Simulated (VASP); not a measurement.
# V with LDA: from relaxation to properties, part 3 of 4

Wanted: the relaxed cell of V and its properties. Left out of this account: 1 further run (phonons: it ended without a result to show). The start is a cell from a database of measured crystal structures.

VASP 6.6.1, plane waves and PAW; the level of theory is named at each step.

Still holding for the runs below: This run allows spin, but its moments start at zero, where symmetry between the spins tends to hold them, although V can carry a moment. Its electron count is odd, so without a moment it is a metal by construction.

So far. Step 6 (Full relaxation (LDA)): It ends with forces that vanish by symmetry and a pressure of -0.04 GPa. Step 7 (Second relaxation): It ends with forces that vanish by symmetry and a pressure of -0.02 GPa. The volume moved by under 0.01 %: the run met its threshold at the first step. The relaxed cell has a = 2.921 Å (conventional setting).

## 8. Density, ELF and potential (LDA)

Level of this step: LDA, zero-moment start; plane waves and PAW (V_sv) (VASP).

The relaxed cell gets a fresh self-consistent run, on a basis set for its own volume, to fix the density and to check the remaining stress.

Input file INCAR:

```
SYSTEM = V
PREC = Accurate
ENCUT = 400
EDIFF = 1E-06
NELM = 100
ISMEAR = 1
SIGMA = 0.2
LREAL = .FALSE.
ALGO = Normal
GGA = CA
NBANDS = 13
ISPIN = 2
MAGMOM = 0
LASPH = .TRUE.
LMAXMIX = 4
LORBIT = 11
LWAVE = .FALSE.
LCHARG = .TRUE.
ISIF = 2
LELF = .TRUE.
LVHAR = .TRUE.
```

Input file POSCAR:

```
V
1.0
   -1.4602553030      1.4602553030      1.4602553030
    1.4602553030     -1.4602553030      1.4602553030
    1.4602553030      1.4602553030     -1.4602553030
V
1
Direct
    0.0000000000      0.0000000000      0.0000000000
```

Input file KPOINTS:

```
Automatic mesh
0
Gamma
13 13 13
0 0 0
```

Potentials, in the order of the species: V_sv (LDA family, release 64).

The run is started by

```sh
mpirun -np 4 vasp_std
```

The program printed:

```text
[banner, memory and clock lines left out]
running    4 mpi-ranks, on    1 nodes
 distrk:  each k-point on    4 cores,    1 groups
 distr:  one band on    1 cores,    4 groups

 POSCAR found type information on POSCAR V
 POSCAR found :  1 types and       1 ions
 LDA part: xc-table for (Slater(with rela. corr.)+CA(PZ))
 , standard interpolation
|                                                                             |
|           W    W    AA    RRRRR   N    N  II  N    N   GGGG   !!!           |
|           W    W   A  A   R    R  NN   N  II  NN   N  G    G  !!!           |
|           W    W  A    A  R    R  N N  N  II  N N  N  G       !!!           |
|           W WW W  AAAAAA  RRRRR   N  N N  II  N  N N  G  GGG   !            |
|           WW  WW  A    A  R   R   N   NN  II  N   NN  G    G                |
|           W    W  A    A  R    R  N    N  II  N    N   GGGG   !!!           |
|                                                                             |
|     The number of bands has been changed from the values supplied in        |
|     The orbitals not found in the WAVECAR file will be initialized with     |
|     random numbers, which is usually adequate. For correlated               |
|     calculations, however, you should redo the groundstate calculation.     |
|     I found NBANDS = 13. Now, NBANDS = 16.                                  |
|                                                                             |

 POSCAR, INCAR and KPOINTS ok, starting setup
 FFT: planning ... GRIDC
 FFT: planning ... GRID_SOFT
 FFT: planning ... GRID
 WAVECAR not read
 entering main loop
       N       E                     dE             d eps       ncg     rms          rms(c)
DAV:   1     0.739512301328E+02    0.73951E+02   -0.54902E+03  5584   0.750E+02
DAV:   2    -0.100302107949E+02   -0.83981E+02   -0.80538E+02  5968   0.238E+02
DAV:   3    -0.112450679989E+02   -0.12149E+01   -0.12137E+01  6096   0.314E+01
DAV:   4    -0.112489394667E+02   -0.38715E-02   -0.38714E-02  6368   0.184E+00
DAV:   5    -0.112489643224E+02   -0.24856E-04   -0.24855E-04  6184   0.138E-01    0.208E+01
DAV:   6    -0.998688503010E+01    0.12621E+01   -0.12424E+00  5456   0.208E+01    0.272E+00
DAV:   7    -0.995858674033E+01    0.28298E-01   -0.15633E-02  5944   0.120E+00    0.130E+00
DAV:   8    -0.994811054384E+01    0.10476E-01   -0.70786E-03  5904   0.104E+00    0.126E-01
DAV:   9    -0.994813792111E+01   -0.27377E-04   -0.66048E-05  6048   0.101E-01    0.441E-02
DAV:  10    -0.994814772079E+01   -0.97997E-05   -0.52521E-06  5648   0.269E-02    0.479E-03
DAV:  11    -0.994814771645E+01    0.43435E-08   -0.63405E-08  3784   0.285E-03
   1 F= -.99481477E+01 E0= -.99474911E+01  d E =-.196972E-02  mag=     0.0000
```

It took 4.8 s on 4 MPI ranks of Intel Xeon 6975P-C (Granite Rapids), shared host; peak memory 0.4 GiB; 17 s of CPU time.

From OUTCAR (step 8):

```text
   k-points           NKPTS =     84   k-points in BZ     NKDIM =     84   number of bands    NBANDS=     16

   NELECT =      13.0000    total number of electrons

 E-fermi :  10.5036

 spin component 1
 k-point     1 :       0.0000    0.0000    0.0000
  band No.  band energies     occupation
      1     -52.3678      1.00000
      2     -25.9288      1.00000
      3     -25.9288      1.00000
      4     -25.9288      1.00000
      5       3.8313      1.00000
      6      10.9045     -0.00787
      7      10.9045     -0.00787
      8      10.9045     -0.00787
      9      13.1059     -0.00000
     10      13.1059     -0.00000
    ...

 k-point     2 :       0.0769    0.0000    0.0000
  band No.  band energies     occupation
      1     -52.3515      1.00000
      2     -25.9994      1.00000
      3     -25.9498      1.00000
      4     -25.9294      1.00000
      5       4.0882      1.00000
      6      10.7908     -0.03038
      7      10.8790     -0.01165
      8      11.0957     -0.00012
      9      12.9769     -0.00000
     10      13.1134     -0.00000
    ...

  Total        0.0016857      0.0016857      0.0016857     -0.0000000     -0.0000000      0.0000000
  in kB        0.2168422      0.2168422      0.2168422     -0.0000000     -0.0000000      0.0000000
  external PRESSURE =       0.2168422 kB  Pullay stress =       0.0000000 kB

 POSITION                                       TOTAL-FORCE (eV/Angst)
 -----------------------------------------------------------------------------------
      0.00000      0.00000      0.00000         0.000000     -0.000000      0.000000
 -----------------------------------------------------------------------------------
    total drift:                                0.000000      0.000000     -0.000000

  FREE ENERGIE OF THE ION-ELECTRON SYSTEM (eV)
  ---------------------------------------------------
  free  energy   TOTEN  =        -9.9481477164 eV

  energy  without entropy=       -9.9461779942  energy(sigma->0) =       -9.94749114

 magnetization (x)
# of ion       s       p       d       tot
------------------------------------------
    1       -0.000  -0.000  -0.000  -0.000

[... 8 parts as in an earlier step ...]

[... 8 further parts left out ...]
```

With spin, VASP writes an ELF for each channel.

Numbers from this step:

```
SCF cycles : 11
bands      : 16
pressure   : 0.02168 GPa
```

Valence electrons inside each PAW sphere by angular momentum. Sphere charges, by row:

```tsv
atom	s (e)	p (e)	d (e)	tot (e)
V1	2.368	6.242	3.214	11.82
```

ELF of down spins in the ac plane of the conventional cell at fractional y = 0.000, with atoms of V within 0.2 Å of it. It is the smooth field of the valence electrons, not physical close to the nuclei.

Ten even steps from '_' (0.16) to '@' (0.67), each cell a mean:
```
@@@@@@**..__::==::__::##@@@@
@@@@%%==....--++--__..++%%@@
%%##++::..::++**==::__::++##
::::....::==++**++--..__..::
____..::==++++++++++--::____
..::--++++++++==++++++==--::
====++****++======++****++==
::--==++++++++==++++++++--::
____..--==++++++++++==::..__
....__..::==++**++==::......
**++--....--++**++::..::==**
@@@@%%--__..==++--....++%%@@
@@@@@@++..__--==::__::##@@@@
##@@@@**..__::==..__::%%@@@@
```
Columns run along a (2.9 Å), rows up along c (2.9 Å), edges of the conventional cell, whose origin can differ from the input's. Atoms in or near the plane, at fractional coordinates: V at (0.00, 0.00).

Electrostatic potential energy in the ac plane of the conventional cell at fractional y = 0.000, with atoms of V within 0.2 Å of it. With pseudopotentials it is smooth inside the atoms' cores, unlike the true potential.

Values in eV, 14 rows by 14 columns, each cell a mean:
```
-60 -59 -52 -36 -17  -4   0   1   0  -5 -22 -41 -54 -59
-56 -53 -44 -28 -11  -2   0   1   0  -3 -15 -33 -46 -54
-43 -40 -31 -17  -5  -1   1   1   0  -1  -8 -21 -33 -41
-24 -21 -14  -6  -1   0   1   1   1   0  -2  -8 -15 -22
 -6  -5  -3  -1   0   1   1   1   1   1   0  -1  -3  -5
 -1   0   0   0   1   1   1   1   1   1   1   0   0   0
  1   1   1   1   1   1   1   1   1   1   1   1   1   1
  0   0   0   1   1   1   1   1   1   1   1   1   0   0
 -5  -4  -2  -1   0   1   1   1   1   1   0  -1  -2  -4
-19 -16 -10  -4  -1   0   1   1   1   0  -1  -5 -11 -17
-39 -35 -27 -14  -4  -1   1   1   0  -1  -6 -17 -28 -36
-55 -51 -42 -27 -10  -2   0   1   0  -3 -14 -31 -44 -52
-60 -58 -51 -35 -16  -4   0   1   0  -5 -21 -40 -53 -59
-60 -60 -55 -39 -19  -5   0   1  -1  -6 -24 -43 -56 -60
```
Columns run along a (2.9 Å; values clipped at the 3rd and 97th percentile), rows up along c (2.9 Å), edges of the conventional cell, whose origin can differ from the input's. Atoms in or near the plane, at fractional coordinates: V at (0.00, 0.00).

ELF of up spins in the ac plane of the conventional cell at fractional y = 0.000, with atoms of V within 0.2 Å of it. It is the smooth field of the valence electrons, not physical close to the nuclei.

Ten even steps from '0' (0.16) to '9' (0.67), each cell a mean:
```
99961024202799
99841135301589
87521256420257
22112456531012
00124555553200
12355554555432
44566544456654
23455554555532
00134555554210
11012456542111
65311356521246
99830145311589
99951034202799
79961024102899
```
Columns run along a (2.9 Å), rows up along c (2.9 Å), edges of the conventional cell, whose origin can differ from the input's. Atoms in or near the plane, at fractional coordinates: V at (0.00, 0.00).

In this run the pressure is 0.02 GPa, small enough to go on.

## 9. Bands along the symmetry lines (LDA)

The mesh alone shows little of the dispersion and can miss band extrema, so KPOINTS_OPT adds a path through the symmetry points after the self-consistent cycle.

Edit INCAR of step 8 so:

```diff
@@ -10,3 +10,3 @@
 GGA = CA
-NBANDS = 13
+NBANDS = 18
 ISPIN = 2
@@ -17,5 +17,3 @@
 LWAVE = .FALSE.
-LCHARG = .TRUE.
-ISIF = 2
-LELF = .TRUE.
-LVHAR = .TRUE.
+LCHARG = .FALSE.
+KPAR = 4
```

POSCAR is that of step 8.

KPOINTS is that of step 8.

Input file KPOINTS_OPT:

```
Line mode
16
Line-mode
Reciprocal
  0.00000000   0.00000000   0.00000000 GAMMA
  0.50000000  -0.50000000   0.50000000 H

  0.50000000  -0.50000000   0.50000000 H
  0.00000000   0.00000000   0.50000000 N

  0.00000000   0.00000000   0.50000000 N
  0.00000000   0.00000000   0.00000000 GAMMA

  0.00000000   0.00000000   0.00000000 GAMMA
  0.25000000   0.25000000   0.25000000 P

  0.25000000   0.25000000   0.25000000 P
  0.50000000  -0.50000000   0.50000000 H

  0.25000000   0.25000000   0.25000000 P
  0.00000000   0.00000000   0.50000000 N
```

The run is started by

```sh
mpirun -np 4 vasp_std
```

The program printed:

```text
[... set-up lines as in an earlier step ...]
 entering main loop
       N       E                     dE             d eps       ncg     rms          rms(c)
DAV:   1     0.823702124049E+02    0.82370E+02   -0.52126E+03  6256   0.662E+02
DAV:   2    -0.957360112242E+01   -0.91944E+02   -0.87525E+02  6302   0.223E+02
DAV:   3    -0.112443292993E+02   -0.16707E+01   -0.16619E+01  6684   0.331E+01
DAV:   4    -0.112489453351E+02   -0.46160E-02   -0.46158E-02  6546   0.181E+00
DAV:   5    -0.112489644267E+02   -0.19092E-04   -0.19092E-04  6532   0.111E-01    0.208E+01
DAV:   6    -0.998730667407E+01    0.12617E+01   -0.99508E-01  6168   0.185E+01    0.276E+00
DAV:   7    -0.995859283877E+01    0.28714E-01   -0.11051E-02  6324   0.102E+00    0.128E+00
DAV:   8    -0.994812155311E+01    0.10471E-01   -0.70921E-03  6486   0.951E-01    0.128E-01
DAV:   9    -0.994814064006E+01   -0.19087E-04   -0.76632E-05  6526   0.110E-01    0.362E-02
DAV:  10    -0.994814773049E+01   -0.70904E-05   -0.71703E-06  6298   0.342E-02    0.332E-03
DAV:  11    -0.994814771738E+01    0.13102E-07   -0.87180E-08  3734   0.265E-03
   1 F= -.99481477E+01 E0= -.99474911E+01  d E =-.196971E-02  mag=     0.0000
 Start KPOINTS_OPT (optional k-point list driver)
k-point batch [1-84\96]
       N       E                     dE             ncg
DAV:   1    -0.111225750136E+05   -0.49608E+05     6200
DAV:   2    -0.187039046468E+05   -0.75813E+04     6442
DAV:   3    -0.188437381486E+05   -0.13983E+03     6796
DAV:   4    -0.188441842844E+05   -0.44614E+00     6794
DAV:   5    -0.188441865513E+05   -0.22669E-02     6524
DAV:   6    -0.188441865708E+05   -0.19478E-04     6564
DAV:   7    -0.188441865711E+05   -0.25468E-06     5086
k-point batch [85-96\96]
       N       E                     dE             ncg
DAV:   1     0.326151952186E+05   -0.82707E+04      912
DAV:   2     0.315541593031E+05   -0.10610E+04      904
DAV:   3     0.315340714117E+05   -0.20088E+02      962
DAV:   4     0.315340105965E+05   -0.60815E-01      918
DAV:   5     0.315340103259E+05   -0.27059E-03      946
DAV:   6     0.315340103238E+05   -0.20651E-05      906
DAV:   7     0.315340103238E+05   -0.22836E-07      720
```

The job ended after 4.6 s (4 MPI ranks; peak memory 0.54 GiB; 16 s of CPU time).

From OUTCAR (step 9):

```text
   k-points           NKPTS =     84   k-points in BZ     NKDIM =     84   number of bands    NBANDS=     18

   NELECT =      13.0000    total number of electrons

 E-fermi :  10.5036

 k-point     2 :       0.0769    0.0000    0.0000
  band No.  band energies     occupation
      1     -52.3516      1.00000
      2     -25.9995      1.00000
      3     -25.9498      1.00000
      4     -25.9294      1.00000
      5       4.0882      1.00000
      6      10.7908     -0.03038
      7      10.8790     -0.01165
      8      11.0957     -0.00012
      9      12.9769     -0.00000
     10      13.1134     -0.00000
    ...

  Total        0.0019870      0.0019870      0.0019870      0.0000000     -0.0000000      0.0000000
  in kB        0.2556003      0.2556003      0.2556003      0.0000000     -0.0000000      0.0000000
  external PRESSURE =       0.2556003 kB  Pullay stress =       0.0000000 kB

 POSITION                                       TOTAL-FORCE (eV/Angst)
 -----------------------------------------------------------------------------------
      0.00000      0.00000      0.00000         0.000000     -0.000000      0.000000
 -----------------------------------------------------------------------------------
    total drift:                               -0.000000      0.000000     -0.000000

  FREE ENERGIE OF THE ION-ELECTRON SYSTEM (eV)
  ---------------------------------------------------
  free  energy   TOTEN  =        -9.9481477174 eV

  energy  without entropy=       -9.9461780071  energy(sigma->0) =       -9.94749115

 magnetization (x)
# of ion       s       p       d       tot
------------------------------------------
    1        0.000   0.000   0.000   0.000

[... 13 parts as in an earlier step ...]

[... 8 further parts left out ...]
```

Numbers from this step:

| Quantity | Value |
| --- | --- |
| bands | 18 |
| pressure | 0.02556 GPa |

Both spin channels agree. Electronic bands along the path, in eV, zero at the Fermi level; # counts the bands kept:

```tsv
point	#1	#2	#3	#4	#5	#6
Γ	-6.67	0.40	0.40	0.40	2.60	2.60
0.53 of the way	-2.66	-1.05	1.06	1.06	2.33	4.27
H	-3.40	-3.40	4.12	4.12	4.12	10.98
0.53 of the way	-2.52	-1.54	0.55	1.65	4.37	7.50
N	-3.46	-1.31	2.05	2.63	3.02	4.57
0.53 of the way	-4.65	-0.43	-0.01	2.01	2.22	2.71
Γ	-6.67	0.40	0.40	0.40	2.60	2.60
0.47 of the way	-3.73	-0.76	-0.76	2.59	2.59	3.31
P	-1.18	-1.18	-1.18	3.09	3.09	11.30
0.53 of the way	-1.73	-1.73	-0.62	3.10	3.10	10.20
H	-3.40	-3.40	4.12	4.12	4.12	10.98
jump to P	-1.18	-1.18	-1.18	3.09	3.09	11.30
0.53 of the way	-2.53	-1.44	0.39	2.82	3.05	7.01
N	-3.46	-1.31	2.05	2.63	3.02	4.57
```

The electronic bands as a text plot (rows in eV, shown from -6.7 to 2.5 only):

```
    2.3 | *    * *      *   *   *****
    1.9 |  *  *           ** *           *              *       *
    1.5 |   **  *       **    *   *
    1.1 |   *  *            *  *   *    *                      *
    0.7 |  * **                     *  *               *      *
    0.4 |*****           *      *  *****
    0.0 |                  *     ***    *             *      *
   -0.4 |     *           *       *      **                 *
   -0.8 |                  *    **                **
   -1.2 |      *            ****           ** ****  **     *    *
   -1.5 |       *        *                   **  *  **      ****
   -1.9 |                                         **  *      *
   -2.3 |       *       *                   *          *
   -2.7 |      * *      ***                             *     *
   -3.1 |     *   **  **   *               *             *     *
   -3.4 |           **      *****                         *     *
   -3.8 |    *
   -4.2 |                        *
   -4.6 |                                 *
   -5.0 |                         *      *
   -5.3 |   *
   -5.7 |  *                       *
   -6.1 | *                         *   *
   -6.5 |*                           ***
         Γ           H       N        Γ         P        H|P    N
```

There is no gap at this level.

Of the bands kept, 2 cross the Fermi level on this path.

[end of part 3 of 4]

[Lines on the potential files, build, host, timing and source positions are cut from VASP's logs without a mark.]

[Logs are printed without paths, hosts, clocks, repeated set-up lines and the standing remarks that a program may print on its own settings, such as how far it seeks lower states.]

[Hosts, paths, dates, database ids (printed as entryN), source tags and the programs' standing remarks are cut or masked in the printed files.]

[A measured line is paired with the nearest computed mode of its activity, which favours agreement.]
